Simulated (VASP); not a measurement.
All values below come from PBE GGA, VASP's PBE PAW potentials (set 64) (plane waves; VASP).

The input files of a VASP run:

### INCAR
```
SYSTEM = NiO
PREC = Accurate; ENCUT = 400; LREAL = .False.
LASPH = .True.
EDIFF = 1E-6; NELM = 100; ALGO = Normal
LMAXMIX = 4
ISMEAR = -1; SIGMA = 0.136
GGA = PE
MAGMOM = 2*2.0 2*0.0
ISPIN = 2
ISIF = 2
LWAVE = .False.; LCHARG = .False.; LORBIT = 11
```

**KPOINTS**
```
Automatic
0
gamma
  5 5 1
0 0 0
```

**POSCAR**
```
NiO
15.9041790
  0.1966110291   0.0000000000   0.0000000000
  0.0000000000   0.1966110291   0.0000000000
  0.0000000000   0.0000000000   1.0000000000
Ni O
2 2
Cart
  0.0983055145   0.0000000000   0.5598640000
  0.0000000000   0.0983055145   0.4401360000
  0.0000000000   0.0000000000   0.5000000000
  0.0983055145   0.0983055145   0.5000000000
```

POTCAR, in this order: Ni O (PBE.64 set). Program: vasp_std.

Output of the run:

**OUTCAR**
```
 ion  position               nearest neighbor table
   1  0.500  0.000  0.560-   3 1.83   4 1.83   4 1.83   3 1.83   2 2.92   2 2.92   2 2.92   2 2.92
  LATTYP: Found a simple tetragonal cell.
 ALAT       =     3.1269370000
 C/A-ratio  =     5.0861846593
 Subroutine PRICEL returns:
 Original cell was already a primitive cell.
 Subroutine GETGRP returns: Found 16 space group operations
The static configuration has the point symmetry D_2d.
 The point group associated with its full space group is D_4h.
The dynamic configuration has the point symmetry D_2d.
The overall configuration has the point symmetry D_2d.
 Subroutine INISYM returns: Found 16 space group operations
 Subroutine IBZKPT returns following result:
 Found      6 irreducible k-points:

 Following reciprocal coordinates:
            Coordinates               Weight
  0.000000  0.000000  0.000000      1.000000
  0.200000  0.000000  0.000000      4.000000
  0.400000  0.000000  0.000000      4.000000
  0.200000  0.200000  0.000000      4.000000
  0.400000  0.200000  0.000000      8.000000
  0.400000  0.400000  0.000000      4.000000
   k-points           NKPTS =      6   k-points in BZ     NKDIM =      6   number of bands    NBANDS=     22
   number of dos      NEDOS =    301   number of ions     NIONS =      4
   total plane-waves  NPLWV =  43200
   dimension x,y,z NGX =    20 NGY =   20 NGZ =  108
   dimension x,y,z NGXF=    40 NGYF=   40 NGZF=  216
   ions per type =               2   2
   PREC   = accura    normal or accurate (medium, high low for compatibility)
   ISTART =      0    job   : 0-new  1-cont  2-samecut
   ICHARG =      2    charge: 1-file 2-atom 10-const
   ISPIN  =      2    spin polarized calculation?
   LNONCOLLINEAR =      F non collinear calculations
   LSORBIT =      F    spin-orbit coupling
   INIWAV =      1    electr: 0-lowe 1-rand  2-diag
   ENCUT  =  400.0 eV  29.40 Ry    5.42 a.u.   5.10  5.10 25.94*2*pi/ulx,y,z
   NELM   =    100;   NELMIN=  2; NELMDL= -5     # of ELM steps
   EDIFF  = 0.1E-05   stopping-criterion for ELM
   LREAL  =      F    real-space projection
   NLSPLINE    = F    spline interpolate recip. space projectors
   LMAXMIX     =    4 max onsite mixed and CHGCAR
   VOSKOWN=      0    Vosko Wilk Nusair interpolation
   EDIFFG = 0.1E-04   stopping-criterion for IOM
   NSW    =      0    number of steps for IOM
   NBLOCK =      1;   KBLOCK =      1    inner block; outer block
   IBRION =     -1    ionic relax: 0-MD 1-quasi-New 2-CG
   NFREE  =      0    steps in history (QN), initial steepest desc. (CG)
   ISIF   =      2    stress and relaxation
   ISYM   =      2    0-nonsym 1-usesym 2-fastsym
   TEIN   =    0.0    initial temperature
   TEBEG  =    0.0;   TEEND  =   0.0 temperature during run
   SMASS  =  -3.00    Nose mass-parameter (am)
   PSTRESS=    0.0 pullay stress
   NELECT =      32.0000    total number of electrons
   EFERMI =   0.00;   METHOD = LEGACY
   ISMEAR =    -1;   SIGMA  =   0.14  broadening in eV -4-tet -1-fermi 0-gaus
   IALGO  =     38    algorithm
   LDIAG  =      T    sub-space diagonalisation (order eigenvalues)
   IMIX   =      4    mixing-type and parameters
     AMIX     =   0.40;   BMIX     =  1.00
     AMIX_MAG =   1.60;   BMIX_MAG =  1.00
     AMIN     =   0.10
   GGA     = PE    functional components
   VOSKOWN =     0    Vosko Wilk Nusair interpolation
   LHFCALC =     F    Hartree Fock is set to
   LHFONE  =     F    Hartree Fock one center treatment
   AEXX    =    0.0000 exact exchange contribution
   IVDW    =     0    specifies the selected vdW correction
   LEPSILON=     F    determine dielectric tensor
   LRPA    =     F    only Hartree local field effects (RPA)
  energy-cutoff  :      400.00
  volume of cell :      155.51
      direct lattice vectors                 reciprocal lattice vectors
...
```

File OSZICAR:
```
       N       E                     dE             d eps       ncg     rms          rms(c)
DAV:   1     0.268772630278E+03    0.26877E+03   -0.12167E+04   528   0.107E+03
DAV:   2     0.249103367532E+02   -0.24386E+03   -0.22157E+03   646   0.296E+02
DAV:   3    -0.240235650715E+02   -0.48934E+02   -0.47347E+02   636   0.145E+02
DAV:   4    -0.256482990673E+02   -0.16247E+01   -0.15938E+01   588   0.299E+01
DAV:   5    -0.256894821512E+02   -0.41183E-01   -0.41108E-01   624   0.422E+00    0.303E+01
DAV:   6    -0.245109808567E+02    0.11785E+01   -0.60451E+01   686   0.135E+02    0.370E+01
DAV:   7    -0.184648949009E+02    0.60461E+01   -0.15254E+01   602   0.100E+02    0.122E+01
DAV:   8    -0.173721926542E+02    0.10927E+01   -0.53679E+00   546   0.152E+01    0.586E+00
DAV:   9    -0.167403369267E+02    0.63186E+00   -0.71904E-01   584   0.603E+00    0.244E+00
DAV:  10    -0.163899853419E+02    0.35035E+00   -0.20024E-01   592   0.304E+00    0.197E+00
DAV:  11    -0.158721594899E+02    0.51783E+00   -0.35822E-01   592   0.491E+00    0.135E+00
DAV:  12    -0.160233651203E+02   -0.15121E+00   -0.33924E-02   622   0.200E+00    0.128E+00
DAV:  13    -0.163605427934E+02   -0.33718E+00   -0.42603E-02   592   0.181E+00    0.101E+00
DAV:  14    -0.175380599087E+02   -0.11775E+01   -0.47917E-01   600   0.481E+00    0.715E-01
DAV:  15    -0.181934720858E+02   -0.65541E+00   -0.34556E-01   586   0.332E+00    0.508E-01
DAV:  16    -0.187691160036E+02   -0.57564E+00   -0.45415E-01   610   0.345E+00    0.524E-01
DAV:  17    -0.190485342839E+02   -0.27942E+00   -0.24991E-01   594   0.220E+00    0.326E-01
DAV:  18    -0.191515062666E+02   -0.10297E+00   -0.13893E-01   636   0.163E+00    0.290E-01
DAV:  19    -0.191876620007E+02   -0.36156E-01   -0.11488E-02   632   0.770E-01    0.148E-01
DAV:  20    -0.192394461484E+02   -0.51784E-01   -0.13192E-02   642   0.815E-01    0.108E-01
DAV:  21    -0.192496599270E+02   -0.10214E-01   -0.20659E-03   658   0.254E-01    0.607E-02
DAV:  22    -0.192563489697E+02   -0.66890E-02   -0.54816E-04   644   0.206E-01    0.402E-02
DAV:  23    -0.192626811561E+02   -0.63322E-02   -0.98018E-04   686   0.260E-01    0.598E-02
DAV:  24    -0.192636498895E+02   -0.96873E-03   -0.73962E-04   634   0.331E-01    0.621E-02
DAV:  25    -0.192643039608E+02   -0.65407E-03   -0.28854E-04   666   0.173E-01    0.987E-03
DAV:  26    -0.192641937041E+02    0.11026E-03   -0.58544E-05   592   0.713E-02    0.161E-02
DAV:  27    -0.192641203041E+02    0.73400E-04   -0.52084E-05   634   0.588E-02    0.120E-02
DAV:  28    -0.192644999175E+02   -0.37961E-03   -0.42424E-05   570   0.564E-02    0.147E-02
DAV:  29    -0.192645407912E+02   -0.40874E-04   -0.15634E-05   528   0.301E-02    0.484E-03
DAV:  30    -0.192645414610E+02   -0.66980E-06   -0.29197E-06   436   0.163E-02
   1 F= -.19264541E+02 E0= -.19145399E+02  d E =-.238285E+00  mag=     0.0002
```

### OUTCAR
```
------------------------ aborting loop because EDIFF is reached ----------------------------------------
  FORCE on cell =-STRESS in cart. coord.  units (eV):
  Direction    XX          YY          ZZ          XY          YZ          ZX
  --------------------------------------------------------------------------------------
  Total       13.4409825     13.4409825     -0.8153709      0.0000000      0.0000000      0.0000000
  in kB      138.4816020    138.4816020     -8.4007151      0.0000000      0.0000000      0.0000000
  external PRESSURE =      89.5208296 kB  Pullay stress =       0.0000000 kB
  volume of cell :      155.51
      direct lattice vectors                 reciprocal lattice vectors
     3.126937000  0.000000000  0.000000000     0.319801774  0.000000000  0.000000000
     0.000000000  3.126937000  0.000000000     0.000000000  0.319801774  0.000000000
     0.000000000  0.000000000 15.904179000     0.000000000  0.000000000  0.062876556
 POSITION                                       TOTAL-FORCE (eV/Angst)
 -----------------------------------------------------------------------------------
      1.56347      0.00000      8.90418         0.000000      0.000000      0.300929
      0.00000      1.56347      7.00000        -0.000000      0.000000     -0.300929
      0.00000      0.00000      7.95209        -0.000000      0.000000     -0.000000
      1.56347      1.56347      7.95209        -0.000000      0.000000     -0.000000
 -----------------------------------------------------------------------------------
    total drift:                               -0.000000     -0.000000      0.000000
  FREE ENERGIE OF THE ION-ELECTRON SYSTEM (eV)
  ---------------------------------------------------
  free  energy   TOTEN  =       -19.2645414610 eV

  energy  without entropy=      -19.0262560749  energy(sigma->0) =      -19.14539877

 total charge

# of ion       s       p       d       tot
------------------------------------------
    1        0.424   0.591   8.451   9.466
    2        0.424   0.591   8.451   9.466
    3        1.631   3.451   0.000   5.081
    4        1.631   3.451   0.000   5.081
--------------------------------------------------
tot          4.110   8.083  16.902  29.095

 magnetization (x)

# of ion       s       p       d       tot
------------------------------------------
    1        0.000   0.000  -0.001  -0.001
    2        0.000   0.000  -0.001  -0.001
    3       -0.000  -0.000   0.000  -0.000
    4       -0.000  -0.000   0.000  -0.000
--------------------------------------------------
tot          0.000  -0.000  -0.002  -0.002
```
(Selected blocks of OUTCAR.)

At this cut-off the stress carries a Pulay error, which pulls relaxed volumes low. The cell holds a wide vacuum, so values per volume refer to the whole cell. The moments were started parallel, and other spin orders were not tried in this run.

The cell is a sheet with vacuum, built from a generated structure.
